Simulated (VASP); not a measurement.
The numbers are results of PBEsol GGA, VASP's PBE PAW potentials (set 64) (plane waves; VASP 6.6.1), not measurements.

A VASP calculation is set up with these files.

### INCAR
```
# general
SYSTEM  = AlSn2
PREC    = Accurate
ENCUT   = 300   # plane-wave cut-off (eV)
LREAL   = .False.   # projection in real space or not
LASPH   = .True.

# electronic loop
EDIFF   = 1E-6   # SCF stop (eV)
NELM    = 100
ALGO    = Normal   # blocked Davidson
LMAXMIX = 4   # l cut-off of mixed one-centre charges

# smearing
ISMEAR  = 0   # Gaussian
SIGMA   = 0.272   # width (eV)

# functional
GGA     = PS   # PBEsol

# ions
ISIF    = 2

# output
LWAVE   = .False.
LCHARG  = .False.
```

POSCAR:
```
AlSn2
1
    0.0000000000     4.1878910000     4.1878910000
    4.1878910000     0.0000000000     4.1878910000
    4.1878910000     4.1878910000     0.0000000000
Sn Al
4 2
Direct
  0.1250000000   0.1250000000   0.1250000000
  0.6250000000   0.1250000000   0.1250000000
  0.1250000000   0.6250000000   0.1250000000
  0.1250000000   0.1250000000   0.6250000000
  0.7500000000   0.7500000000   0.7500000000
  0.5000000000   0.5000000000   0.5000000000
```

KPOINTS:
```
Automatic
0
G
 5 5 5
```

POTCAR, in this order: Sn_d Al (PBE.64 set). Program: vasp_std.

At this cut-off the stress carries a Pulay error, which pulls relaxed volumes low. Unless said otherwise, spin-orbit coupling is left out, though it shifts the bands of the heavy elements here.

Problem. What does the run give for the energy per atom (σ→0), pressure, band gap (on the k-mesh)?

Solution. 
The energy per atom (σ→0) is -3.824 eV/atom and the band gap (on the k-mesh) comes out as none (metal, semimetal or under 0.01 eV). The pressure is 3.61 GPa.

OSZICAR:
```
...
DAV:   7    -0.229950773425E+02    0.55492E-01   -0.15660E-01   855   0.287E+00    0.553E-01
DAV:   8    -0.229910375456E+02    0.40398E-02   -0.19383E-02   836   0.815E-01    0.182E-01
DAV:   9    -0.229909493714E+02    0.88174E-04   -0.20661E-03  1027   0.258E-01    0.557E-02
DAV:  10    -0.229909457151E+02    0.36563E-05   -0.40520E-04   950   0.198E-01    0.380E-02
DAV:  11    -0.229909458267E+02   -0.11163E-06   -0.12766E-05   899   0.234E-02    0.305E-02
DAV:  12    -0.229909395798E+02    0.62469E-05   -0.16328E-05   982   0.443E-02    0.605E-03
DAV:  13    -0.229909401447E+02   -0.56498E-06   -0.10632E-06   547   0.650E-03
   1 F= -.22990940E+02 E0= -.22942007E+02  d E =-.978669E-01
```

The structure was generated: AlSn2 was put into an ordered model structure, which need not be its known phase. The cell was not relaxed at this level. The run is one of a series of settings (GGA = PS against the base run), some of them coarse on purpose.
